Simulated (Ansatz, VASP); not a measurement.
# ZnCl3: VASP beside Ansatz

Contents of run.py:

```python
from ase.calculators.vasp import Vasp
from ase.dft.bandgap import bandgap
from ase.spacegroup import crystal

atoms = crystal(
    ['Zn', 'Cl'],
    basis=[[0.6666666667, 0.3333333333, 0.75], [0.1625209901, 0.4434850001, 0.75]],
    spacegroup=176,
    setting=1,
    cellpar=[9.80570622, 9.80570622, 2.909555, 90.0, 90.0, 120.0],
    primitive_cell=True,
)
calc = Vasp(
    directory='calc',
    xc='pbe',
    pp='PBE',
    setups='minimal',
    prec='Accurate',
    encut=500,
    ediff=1e-06,
    ismear=0,
    sigma=0.1,
    lreal=False,
    lasph=True,
    nelm=60,
    algo='Normal',
    isif=2,
    lwave=False,
    lcharg=False,
    kpts=[3, 3, 9],
    gamma=True,
)
atoms.calc = calc

print('energy (eV):', atoms.get_potential_energy())
print('free energy (eV):', atoms.get_potential_energy(force_consistent=True))
print('forces (eV/A):')
print(atoms.get_forces())
print('stress (eV/A^3, Voigt):', atoms.get_stress())
print('Fermi level (eV):', calc.get_fermi_level())
gap, top, bottom = bandgap(calc)
print('band gap (eV):', gap, 'from (spin, k, band)', top, 'to', bottom)
```

File input.yaml:

```yaml
crystal:
  lattice:
    - [9.80570622, 0.0, 0.0]
    - [-4.90285311, 8.4919906886, 0.0]
    - [0.0, 0.0, 2.909555]
  atoms:
    - { symbol: Zn, position: [0.6666666667, 0.3333333333, 0.75] }
    - { symbol: Zn, position: [0.3333333333, 0.6666666667, 0.25] }
    - { symbol: Cl, position: [0.1625209901, 0.4434850001, 0.75] }
    - { symbol: Cl, position: [0.5565149999, 0.71903599, 0.75] }
    - { symbol: Cl, position: [0.28096401, 0.8374790099, 0.75] }
    - { symbol: Cl, position: [0.8374790099, 0.5565149999, 0.25] }
    - { symbol: Cl, position: [0.4434850001, 0.28096401, 0.25] }
    - { symbol: Cl, position: [0.71903599, 0.1625209901, 0.25] }
hamiltonian:
  xc: pbe
  pseudopotentials: { kind: paw }
kpoints:
  mp_grid: { grid: [3, 3, 9] }
scf:
  occupations: { method: gaussian, width: 0.1 }
output:
  forces: true
  stress: true
  eigenvalues: true
  write_density: true
  write_potential: true
  elf: true
  volumetric_format: npy
```

The cell comes from a database or a generator and needn't be the stable form of this composition.

Alike in both runs: task single point; functional PBE; k mesh 3 × 3 × 9; occupations gaussian, width 0.1 eV; no spin polarisation.

```csv
,VASP,Ansatz
version,VASP 6.6.1,Ansatz 0.2.0
potentials or method,"VASP PAW PBE potentials, release 64 (Zn, Cl)",Ansatz PAW
plane-wave cutoff (eV),500,420
valence electrons in the cell,66,66
```

Ansatz gave:

- gap on the k mesh at the Fermi level (eV): none
- pressure (GPa): 0.6
- largest component of the traceless stress (GPa): 0.85
- rms of the force components (eV/Å): 0.017

Question: Estimate VASP's values.

Answer: gap on the k mesh at the Fermi level (eV): none; pressure (GPa): 0.6; largest component of the traceless stress (GPa): 0.86; rms of the force components (eV/Å): 0.012.

Atom by atom the forces differ by 0.006 eV/Å (rms over components). A gap of «none» marks a metal or a gap that the smearing closes.
